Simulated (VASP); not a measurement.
All values below come from r2SCAN meta-GGA, VASP's PBE PAW potentials (set 64) (plane waves; VASP).

VASP input:

POSCAR:
```
Tm
3.556430
  0.4999999690  -0.8660253703   0.0000000000
  0.4999999690   0.8660253703   0.0000000000
  0.0000000000   0.0000000000   1.5527561227
Tm
2
Cart
  0.4999999690   0.2886757008   0.3881890307
  0.4999999690  -0.2886757008   1.1645670920
```

KPOINTS:
```
Automatic mesh
0
Gamma
13 13 8
0 0 0
```

INCAR:
```
SYSTEM = Tm
PREC = Accurate
ENCUT = 400
EDIFF = 1E-7
NELM = 100
ALGO = Normal
LREAL = .FALSE.
LASPH = .TRUE.
ISMEAR = -5
METAGGA = R2SCAN
LMIXTAU = .TRUE.
LMAXMIX = 6
LWAVE = .FALSE.
LCHARG = .FALSE.
LORBIT = 11
NEDOS = 601
ISIF = 2
```

### KPOINTS_OPT
```
k-points along high-symmetry lines
6
Line-mode
Reciprocal
  0.000000   0.000000   0.000000 ! GAMMA
 -0.000000   0.500000   0.000000 ! M

 -0.000000   0.500000   0.000000 ! M
 -0.333333   0.666667   0.000000 ! K

 -0.333333   0.666667   0.000000 ! K
  0.000000   0.000000   0.000000 ! GAMMA

  0.000000   0.000000   0.000000 ! GAMMA
  0.000000   0.000000   0.500000 ! A

  0.000000   0.000000   0.500000 ! A
 -0.000000   0.500000   0.500000 ! L

 -0.000000   0.500000   0.500000 ! L
 -0.333333   0.666667   0.500000 ! H

 -0.333333   0.666667   0.500000 ! H
  0.000000   0.000000   0.500000 ! A

 -0.000000   0.500000   0.500000 ! L
 -0.000000   0.500000   0.000000 ! M

 -0.333333   0.666667   0.500000 ! H
 -0.333333   0.666667   0.000000 ! K
```

POTCAR, in this order: Tm_3 (PBE.64 set). Program: vasp_std.

The 4f electrons are frozen in the core of the lanthanide potential, so 4f levels, which can set the real gap, and their magnetism are missing.

Problem. Predict the energy per atom (σ→0), band gap (over mesh and band path).

Solution. 
- energy per atom (σ→0): -35116 meV/atom
- band gap (over mesh and band path): none (metal, semimetal or under 0.01 eV)

### OSZICAR
```
...
DAV:  31    -0.702321179733E+02   -0.10159E-06   -0.10354E-08  1435   0.182E-03    0.613E-04
DAV:  32    -0.702321169290E+02    0.10442E-05   -0.49923E-09  1425   0.115E-03    0.396E-04
DAV:  33    -0.702321173288E+02   -0.39979E-06   -0.47985E-09  1410   0.850E-04    0.505E-05
DAV:  34    -0.702321170523E+02    0.27650E-06   -0.15984E-09  1395   0.729E-04    0.467E-05
DAV:  35    -0.702321172351E+02   -0.18279E-06   -0.54783E-10  1380   0.466E-04    0.451E-05
DAV:  36    -0.702321171897E+02    0.45419E-07   -0.28470E-10  1380   0.286E-04
   1 F= -.70232117E+02 E0= -.70232117E+02  d E =0.000000E+00
       N       E                     dE             ncg
```

The compound is Tm in the hcp structure. It was relaxed first.
